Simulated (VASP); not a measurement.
# CuGe23 (a cell with a defect) in VASP: further runs

Runs on CuGe23 (a cell with a defect). Level: PBEsol+U. Tasks: single point, relaxation of the atoms.

Everything below comes from runs of VASP 6.6.1. Logs are shortened: lines on timing, memory, paths and dates and some standing lists are left out, and cuts for length are marked.

### 1 The crystal as given

The cell holds a defect, 24 atoms: a = 12.001 Å, b = 8.001 Å, c = 8.001 Å, α = 60.00°, β = 60.00°, γ = 60.00°.

### 2 Single point, PBEsol+U, collinear spin, ferromagnetic start

The input, INCAR:

```
  ALGO = Normal
  EDIFF = 1E-5
  ENCUT = 350
  GGA = PS
  ISIF = 2
  ISMEAR = 0
  ISPIN = 2
  KPAR = 2
  LASPH = T
  LCHARG = F
  LDAU = T
  LDAUJ = 0 0
  LDAUL = 2 -1
  LDAUPRINT = 1
  LDAUTYPE = 2
  LDAUU = 5 0
  LMAXMIX = 4
  LORBIT = 11
  LREAL = Auto
  LWAVE = F
  MAGMOM = 3 0 0 0 0 0 0 0 0 0 0 0 0 0 0 0 0 0 0 0 0 0 0 0
  NBANDS = 188
  NELM = 120
  PREC = Accurate
  SIGMA = 0.03
```

The input, KPOINTS:

```
k-points
0
Gamma
  2 2 2
```

The input, POSCAR:

```
CuGe23
1.0
    0.0000000000      8.4863100000      8.4863100000
    5.6575400000      0.0000000000      5.6575400000
    5.6575400000      5.6575400000      0.0000000000
Cu Ge
1 23
Direct
    0.0000000000      0.0000000000      0.0000000000
    0.0000000000      0.0000000000      0.5000000000
    0.0000000000      0.5000000000      0.0000000000
    0.0000000000      0.5000000000      0.5000000000
    0.3333330000      0.0000000000      0.0000000000
    0.3333330000      0.0000000000      0.5000000000
    0.3333330000      0.5000000000      0.0000000000
    0.3333330000      0.5000000000      0.5000000000
    0.6666670000      0.0000000000      0.0000000000
    0.6666670000      0.0000000000      0.5000000000
    0.6666670000      0.5000000000      0.0000000000
    0.6666670000      0.5000000000      0.5000000000
    0.0833333333      0.1250000000      0.1250000000
    0.0833333333      0.1250000000      0.6250000000
    0.0833333333      0.6250000000      0.1250000000
    0.0833333333      0.6250000000      0.6250000000
    0.4166663333      0.1250000000      0.1250000000
    0.4166663333      0.1250000000      0.6250000000
    0.4166663333      0.6250000000      0.1250000000
    0.4166663333      0.6250000000      0.6250000000
    0.7500003333      0.1250000000      0.1250000000
    0.7500003333      0.1250000000      0.6250000000
    0.7500003333      0.6250000000      0.1250000000
    0.7500003333      0.6250000000      0.6250000000
```

Potentials or basis: VASP PAW PBE potentials, release 64 (Cu, Ge_d).

The run is started by

```bash
$ cat potpaw_PBE.64/Cu/POTCAR potpaw_PBE.64/Ge_d/POTCAR > POTCAR
$ mpirun -np 4 vasp_std > vasp.out
```

OUTCAR:

```text
EDIFF = 1E-5
   ENCUT = 350
   GGA = PS
   ISIF = 2
   ISMEAR = 0
   ISPIN = 2
   LASPH = T
   LORBIT = 11
   LREAL = Auto
   NELM = 120
   PREC = Accurate

 ion  position               nearest neighbor table
   1  0.000  0.000  0.000-  21 2.45  13 2.45  15 2.45  14 2.45
   2  0.000  0.000  0.500-  22 2.45  14 2.45  16 2.45  13 2.45
   3  0.000  0.500  0.000-  23 2.45  15 2.45  16 2.45  13 2.45
   4  0.000  0.500  0.500-  24 2.45  16 2.45  14 2.45  15 2.45
   5  0.333  0.000  0.000-  13 2.45  17 2.45  18 2.45  19 2.45
   6  0.333  0.000  0.500-  14 2.45  18 2.45  17 2.45  20 2.45
[... 16 lines left out ...]
  23  0.750  0.625  0.125-   3 2.45  11 2.45   9 2.45  12 2.45
  24  0.750  0.625  0.625-   4 2.45  12 2.45  11 2.45  10 2.45

  LATTYP: Found a face centered orthorhombic cell.
 ALAT       =     8.0009697977
 B/A-ratio  =     1.7320508076
 C/A-ratio  =     2.4494897428

  Lattice vectors:

 A1 = (   0.0000000000,   8.4863100000,   8.4863100000)
 A2 = (  -5.6575400000,   2.8287700000,   8.4863100000)
 A3 = (   5.6575400000,   0.0000000000,   5.6575400000)

Analysis of symmetry for initial positions (statically):
=====================================================================
 Subroutine PRICEL returns:
 Original cell was already a primitive cell.

 Routine SETGRP: Setting up the symmetry group for a
 face centered orthorhombic supercell.

 Subroutine GETGRP returns: Found  2 space group operations
 (whereof  2 operations were pure point group operations)
 out of a pool of  8 trial point group operations.

The static configuration has the point symmetry C_1h.

Analysis of symmetry for dynamics (positions and initial velocities):
=====================================================================
 Subroutine PRICEL returns:
 Original cell was already a primitive cell.

 Routine SETGRP: Setting up the symmetry group for a
 face centered orthorhombic supercell.

 Subroutine GETGRP returns: Found  2 space group operations
 (whereof  2 operations were pure point group operations)
 out of a pool of  8 trial point group operations.

The dynamic configuration has the point symmetry C_1h.

Analysis of structural, dynamic, and magnetic symmetry:
=====================================================================
 Subroutine PRICEL returns:
 Original cell was already a primitive cell.

 Routine SETGRP: Setting up the symmetry group for a
 face centered orthorhombic supercell.

 Subroutine GETGRP returns: Found  2 space group operations
 (whereof  2 operations were pure point group operations)
 out of a pool of  8 trial point group operations.

The overall configuration has the point symmetry C_1h.

 Subroutine INISYM returns: Found  2 space group operations
 (whereof  2 operations are pure point group operations),
[... 207 lines left out ...]

 E-fermi :   4.7080     XC(G=0): -10.0950

 val. band max:        4.7068326589   @ k =   0.5000   0.5000   0.5000
 cond. band min:       4.7337461384   @ k =   0.0000   0.5000   0.0000
 fundamental gap:      0.0269134795
 Fermi energy:         4.7079936691

 spin component 1

 k-point     1 :       0.0000    0.0000    0.0000
  band No.  band energies     occupation
      1     -20.1425      1.00000
      2     -20.1327      1.00000
      3     -20.1317      1.00000
      4     -20.1218      1.00000
      5     -20.1198      1.00000
      6     -20.1178      1.00000
[... 1075 lines left out ...]
    177       6.9369      0.00000
    178       7.5615      0.00000
 Fermi energy:         4.7079936691

 spin component 2

 k-point     1 :       0.0000    0.0000    0.0000
  band No.  band energies     occupation
      1     -20.1419      1.00000
      2     -20.1323      1.00000
      3     -20.1314      1.00000
      4     -20.1213      1.00000
      5     -20.1195      1.00000
      6     -20.1171      1.00000
[... 1075 lines left out ...]
    177       6.9412      0.00000
    178       7.5630      0.00000
 [bands above 178 left out]

------------------------ aborting loop because EDIFF is reached ----------------------------------------

  FORCE on cell =-STRESS in cart. coord.  units (eV):
  Direction    XX          YY          ZZ          XY          YZ          ZX
  --------------------------------------------------------------------------------------
  -------------------------------------------------------------------------------------
  Total       -0.6435254     -0.1885971     -0.1885971      0.4832758     -1.6540514      0.4832759
  in kB       -1.8978949     -0.5562134     -0.5562134      1.4252841     -4.8781531      1.4252845
  external PRESSURE =      -1.0034406 kB  Pullay stress =       0.0000000 kB

 VOLUME and BASIS-vectors are now :
 -----------------------------------------------------------------------------
  energy-cutoff  :      350.00
  volume of cell :      543.26
      direct lattice vectors                 reciprocal lattice vectors
     0.000000000  8.486310000  8.486310000    -0.058918423  0.058918423  0.058918423
     5.657540000  0.000000000  5.657540000     0.088377634 -0.088377634  0.088377634
     5.657540000  5.657540000  0.000000000     0.088377634  0.088377634 -0.088377634

 POSITION                                       TOTAL-FORCE (eV/Angst)
 -----------------------------------------------------------------------------------
      0.00000      0.00000      0.00000         0.133075     -0.143156     -0.143156
      2.82877      2.82877      0.00000         0.018454     -0.036625     -0.146404
      2.82877      0.00000      2.82877         0.018454     -0.146404     -0.036625
      5.65754      2.82877      2.82877         0.054315     -0.033528     -0.033528
      0.00000      2.82877      2.82877         0.109327     -0.103338     -0.103338
      2.82877      5.65754      2.82877         0.046218     -0.145394     -0.029627
[... 16 lines left out ...]
      4.24315      7.07193      9.90070         0.026964     -0.055655      0.010040
      7.07193      9.90070      9.90070         0.052399      0.010443      0.010443
 -----------------------------------------------------------------------------------
    total drift:                                0.000607     -0.001110     -0.001111

  FREE ENERGIE OF THE ION-ELECTRON SYSTEM (eV)
  ---------------------------------------------------
  free  energy   TOTEN  =      -113.5754022860 eV

  energy  without entropy=     -113.5708848242  energy(sigma->0) =     -113.57314356

 total charge

# of ion       s       p       d       tot
------------------------------------------
    1        0.458   0.300   9.313  10.071
    2        1.130   1.250  10.022  12.401
    3        1.130   1.250  10.022  12.401
    4        1.126   1.256  10.022  12.404
    5        1.127   1.267  10.020  12.415
    6        1.121   1.270  10.021  12.411
[... 16 lines left out ...]
   23        1.117   1.274  10.021  12.412
   24        1.115   1.276  10.021  12.412
--------------------------------------------------
tot         26.371  29.105 239.793 295.269

 magnetization (x)

# of ion       s       p       d       tot
------------------------------------------
    1        0.000   0.005   0.003   0.009
    2        0.000   0.001   0.000   0.001
    3        0.000   0.001   0.000   0.001
    4        0.000   0.004   0.000   0.004
    5       -0.000   0.000   0.000   0.000
    6       -0.000   0.000   0.000   0.000
[... 16 lines left out ...]
   23       -0.000  -0.000   0.000  -0.000
   24       -0.000  -0.000   0.000  -0.000
--------------------------------------------------
tot          0.001   0.040   0.005   0.047
```

OSZICAR:

```text
N       E                     dE             d eps       ncg     rms          rms(c)
DAV:   1     0.485363609465E+04    0.48536E+04   -0.11024E+05  4752   0.400E+03
DAV:   2     0.100827510385E+04   -0.38454E+04   -0.37515E+04  4512   0.986E+02
DAV:   3     0.468598465214E+02   -0.96142E+03   -0.92290E+03  4592   0.277E+02
DAV:   4    -0.103142731139E+03   -0.15000E+03   -0.14089E+03  5092   0.109E+02
DAV:   5    -0.113386940189E+03   -0.10244E+02   -0.99613E+01  4976   0.299E+01    0.205E+01
DAV:   6    -0.119864550469E+03   -0.64776E+01   -0.12955E+02  6208   0.485E+01    0.191E+01
DAV:   7    -0.114499387422E+03    0.53652E+01   -0.24860E+01  5192   0.237E+01    0.838E+00
DAV:   8    -0.113569135952E+03    0.93025E+00   -0.11359E+01  5392   0.283E+01    0.420E+00
DAV:   9    -0.113523207138E+03    0.45929E-01   -0.25159E+00  5400   0.845E+00    0.253E+00
DAV:  10    -0.113558972352E+03   -0.35765E-01   -0.68433E-01  5488   0.930E+00    0.126E+00
DAV:  11    -0.113590615994E+03   -0.31644E-01   -0.24498E-01  6344   0.227E+00    0.111E+00
DAV:  12    -0.113570822510E+03    0.19793E-01   -0.12654E-01  5192   0.373E+00    0.425E-01
DAV:  13    -0.113574895893E+03   -0.40734E-02   -0.25719E-02  5480   0.135E+00    0.138E-01
DAV:  14    -0.113575279801E+03   -0.38391E-03   -0.32889E-03  5432   0.481E-01    0.563E-02
DAV:  15    -0.113575363985E+03   -0.84183E-04   -0.76966E-04  5512   0.323E-01    0.258E-02
DAV:  16    -0.113575381631E+03   -0.17647E-04   -0.12626E-04  5288   0.164E-01    0.150E-02
DAV:  17    -0.113575398514E+03   -0.16883E-04   -0.10525E-04  4752   0.687E-02    0.107E-02
DAV:  18    -0.113575402286E+03   -0.37716E-05   -0.16653E-05  2792   0.837E-02
   1 F= -.11357540E+03 E0= -.11357314E+03  d E =-.451746E-02  mag=     0.0800
```

stdout:

```text
POSCAR found type information on POSCAR CuGe
 POSCAR found :  2 types and      24 ions
 scaLAPACK will be used
 -----------------------------------------------------------------------------
|                                                                             |
|                                                                             |
|     You enforced a specific xc type in the INCAR file but a different       |
|     I HOPE YOU KNOW WHAT YOU ARE DOING!                                     |
|                                                                             |
 -----------------------------------------------------------------------------

 LDA part: xc-table for (Slater+PW92), standard interpolation
 POSCAR, INCAR and KPOINTS ok, starting setup
 FFT: planning ... GRIDC
 FFT: planning ... GRID_SOFT
 FFT: planning ... GRID
 WAVECAR not read
 entering main loop
```

It took 9.5 min on 4 MPI ranks of Intel Xeon Platinum 8259CL at 2.50GHz (Skylake/Cascade Lake), shared host; peak memory 0.55 GiB.

Results:

```
Free energy                                           : -113.5754 eV
Largest force                                         : 0.729 eV/Å
Band gap on the k mesh                                : none (metal or under the smearing width)
Net moment                                            : 0.09 μB per cell
Valence electrons inside the program's atomic spheres : Cu 10.07; Ge 12.40, 12.41, 12.35, 12.38
```

Forces on the atoms (eV/Å):
```
Cu   0.133 -0.143 -0.143
Ge   0.018 -0.037 -0.146
Ge   0.018 -0.146 -0.037
Ge   0.054 -0.034 -0.034
Ge   0.109 -0.103 -0.103
Ge   0.046 -0.145 -0.030
Ge   0.046 -0.030 -0.145
Ge  -0.038 -0.019 -0.019
Ge   0.093  0.078  0.078
Ge  -0.063 -0.139  0.055
Ge  -0.063  0.055 -0.139
Ge  -0.046  0.014  0.014
Ge  -0.513 -0.188 -0.188
Ge   0.271  0.508 -0.174
Ge   0.271 -0.174  0.508
Ge  -0.009  0.019  0.019
Ge  -0.079  0.041  0.041
Ge   0.052  0.060 -0.009
Ge   0.052 -0.009  0.060
Ge  -0.026  0.015  0.015
Ge  -0.435  0.413  0.413
Ge   0.027  0.010 -0.056
Ge   0.027 -0.056  0.010
Ge   0.052  0.010  0.010
```

Levels at points of the mesh, in eV from the Fermi level:
Spin up:
```tsv
k point	band 162	band 163	band 164	band 165	band 166	band 167	band 168	band 169	band 170	band 171
(0.00, 0.00, 0.00)	-1.12	-0.91	-0.50	-0.49	0.05	0.24	0.36	0.39	0.48	0.63
(0.50, 0.00, 0.00)	-1.10	-1.03	-0.83	-0.45	-0.45	0.21	0.34	0.49	0.49	0.78
(0.00, 0.50, 0.00)	-1.71	-1.39	-1.14	-0.87	-0.86	0.03	0.14	0.62	0.94	1.17
(0.50, 0.00, 0.50)	-1.68	-1.58	-1.51	-1.39	-1.04	-0.58	0.03	1.35	1.37	1.52
(0.00, 0.50, 0.50)	-1.73	-1.47	-1.44	-1.32	-0.81	-0.37	0.17	1.02	1.10	1.30
(0.50, 0.50, 0.50)	-1.64	-1.46	-1.34	-1.16	-1.03	-0.40	-0.02	1.32	1.48	1.69
```
Spin down:
| k point | band 164 | band 165 | band 166 | band 167 | band 168 | band 169 |
| --- | --- | --- | --- | --- | --- | --- |
| (0.00, 0.00, 0.00) | -0.50 | -0.49 | 0.05 | 0.24 | 0.36 | 0.39 |
| (0.50, 0.00, 0.00) | -0.82 | -0.45 | -0.45 | 0.21 | 0.35 | 0.51 |
| (0.00, 0.50, 0.00) | -1.13 | -0.86 | -0.86 | 0.04 | 0.15 | 0.63 |
| (0.50, 0.00, 0.50) | -1.50 | -1.39 | -1.03 | -0.57 | 0.04 | 1.35 |
| (0.00, 0.50, 0.50) | -1.43 | -1.31 | -0.81 | -0.36 | 0.20 | 1.02 |
| (0.50, 0.50, 0.50) | -1.34 | -1.16 | -1.03 | -0.40 | 0.00 | 1.32 |

Eigenvalues of the final occupation matrices:
```tsv
site	spin	trace	eigenvalues
site 1 d	1	4.67	0.92 0.93 0.93 0.94 0.94
site 1 d	2	4.67	0.92 0.92 0.93 0.94 0.94
```

Caveat: the k mesh is coarse (spacing up to 0.48 Å⁻¹), so the values aren't converged; the cutoff is under 1.25 times the usual one of these potentials, so pressure, stress and relaxed cells hold a basis-set (Pulay) error; the PAW data sets were made with another functional, which shifts forces and pressure a little; the U is typed as a test and isn't derived for this compound.

### 3 Single point, PBEsol+U, collinear spin, ferromagnetic start

INCAR: that of step 2 with these lines changed.

```diff
@@ -20,3 +20,3 @@
   LWAVE = F
-  MAGMOM = 3 0 0 0 0 0 0 0 0 0 0 0 0 0 0 0 0 0 0 0 0 0 0 0
+  MAGMOM = 1 0 0 0 0 0 0 0 0 0 0 0 0 0 0 0 0 0 0 0 0 0 0 0
   NBANDS = 188
```

KPOINTS is that of step 2.

POSCAR is that of step 2.

Potentials or basis: VASP PAW PBE potentials, release 64 (Cu, Ge_d).

The run is started by

```bash
$ cat potpaw_PBE.64/Cu/POTCAR potpaw_PBE.64/Ge_d/POTCAR > POTCAR
$ mpirun -np 4 vasp_std > vasp.out
```

Wall time 9.5 min (4 MPI ranks of Intel Xeon Platinum 8259CL at 2.50GHz (Skylake/Cascade Lake), shared host); peak memory 0.54 GiB.

It converged, with:

```yaml
Free_energy: -113.5754 eV
Largest_force: 0.729 eV/Å
Band_gap_on_the_k_mesh: none (metal or under the smearing width)
Net_moment: 0.09 μB per cell
Valence_electrons_inside_the_program's_atomic_spheres: Cu 10.07; Ge 12.40, 12.41, 12.35, 12.38
```

Forces in eV/Å, atoms in the order of the input:
```
Cu   0.133 -0.143 -0.143
Ge   0.018 -0.037 -0.146
Ge   0.018 -0.146 -0.037
Ge   0.054 -0.034 -0.034
Ge   0.109 -0.103 -0.103
Ge   0.046 -0.145 -0.030
Ge   0.046 -0.030 -0.145
Ge  -0.038 -0.019 -0.019
Ge   0.093  0.078  0.078
Ge  -0.062 -0.139  0.054
Ge  -0.062  0.054 -0.139
Ge  -0.046  0.014  0.014
Ge  -0.512 -0.187 -0.187
Ge   0.270  0.507 -0.173
Ge   0.270 -0.173  0.507
Ge  -0.009  0.019  0.019
Ge  -0.078  0.041  0.041
Ge   0.052  0.059 -0.009
Ge   0.052 -0.009  0.059
Ge  -0.026  0.015  0.015
Ge  -0.435  0.413  0.413
Ge   0.027  0.010 -0.056
Ge   0.027 -0.056  0.010
Ge   0.052  0.010  0.010
```

Levels at points of the mesh, in eV from the Fermi level:
Spin up:
| k point | band 163 | band 164 | band 165 | band 166 | band 167 | band 168 | band 169 | band 170 |
| --- | --- | --- | --- | --- | --- | --- | --- | --- |
| (0.00, 0.00, 0.00) | -0.91 | -0.50 | -0.49 | 0.05 | 0.24 | 0.36 | 0.39 | 0.48 |
| (0.50, 0.00, 0.00) | -1.03 | -0.83 | -0.45 | -0.45 | 0.21 | 0.34 | 0.49 | 0.49 |
| (0.00, 0.50, 0.00) | -1.39 | -1.14 | -0.87 | -0.86 | 0.03 | 0.14 | 0.62 | 0.94 |
| (0.50, 0.00, 0.50) | -1.58 | -1.51 | -1.39 | -1.04 | -0.58 | 0.03 | 1.35 | 1.37 |
| (0.00, 0.50, 0.50) | -1.47 | -1.44 | -1.32 | -0.81 | -0.37 | 0.17 | 1.02 | 1.10 |
| (0.50, 0.50, 0.50) | -1.46 | -1.34 | -1.16 | -1.03 | -0.40 | -0.02 | 1.32 | 1.48 |
Spin down:
```tsv
k point	band 163	band 164	band 165	band 166	band 167	band 168	band 169	band 170
(0.00, 0.00, 0.00)	-0.91	-0.50	-0.49	0.05	0.24	0.36	0.39	0.48
(0.50, 0.00, 0.00)	-1.03	-0.82	-0.45	-0.45	0.21	0.35	0.51	0.51
(0.00, 0.50, 0.00)	-1.38	-1.13	-0.86	-0.86	0.04	0.15	0.63	0.95
(0.50, 0.00, 0.50)	-1.58	-1.50	-1.39	-1.03	-0.57	0.04	1.35	1.37
(0.00, 0.50, 0.50)	-1.47	-1.43	-1.31	-0.81	-0.36	0.20	1.02	1.10
(0.50, 0.50, 0.50)	-1.46	-1.34	-1.16	-1.03	-0.40	0.00	1.32	1.48
```

Eigenvalues of the final occupation matrices:
| site | spin | trace | eigenvalues |
| --- | --- | --- | --- |
| site 1 d | 1 | 4.67 | 0.92 0.93 0.93 0.94 0.94 |
| site 1 d | 2 | 4.67 | 0.92 0.92 0.93 0.94 0.94 |

Caveat: the k mesh is coarse (spacing up to 0.48 Å⁻¹), so the values aren't converged; the cutoff is under 1.25 times the usual one of these potentials, so pressure, stress and relaxed cells hold a basis-set (Pulay) error; the PAW data sets were made with another functional, which shifts forces and pressure a little; the U is typed as a test and isn't derived for this compound. The state reached can hang on the start; a lower one may exist.

[end of part 1 of 2]
